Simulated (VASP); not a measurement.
Si2Mo (relaxed from the AlB2 structure, space group P6/mmm): computed properties

The numbers are results of r2SCAN meta-GGA, VASP's PBE PAW potentials (set 64) (plane waves; VASP 6.6.1), not measurements.

For Si₂Mo, the space group comes out as P6/mmm (191), the cell is a = b = 4.3016 Å, c = 2.5663 Å, α = β = 90.00°, γ = 120.00° and the volume per atom comes out as 13.71 Å^3/atom. The band gap (over mesh and band path) is none (metal, semimetal or under 0.01 eV) and the density is 6.14 g/cm³.

```xyz
3
Lattice="4.3016 0.0000 0.0000 -2.1508 3.7253 0.0000 0.0000 0.0000 2.5663" Properties=species:S:1:pos:R:3 pbc="T T T"
Mo     0.0000     0.0000     2.5663
Si     0.0000     2.4835     1.2832
Si     2.1508     1.2418     1.2832
```

The structure was generated: Si2Mo was put into the AlB2 type (P6/mmm), which need not be its known phase. It was relaxed first, which changed the volume by -42 %. Symmetry was kept, so distortions that lower it aren't found.
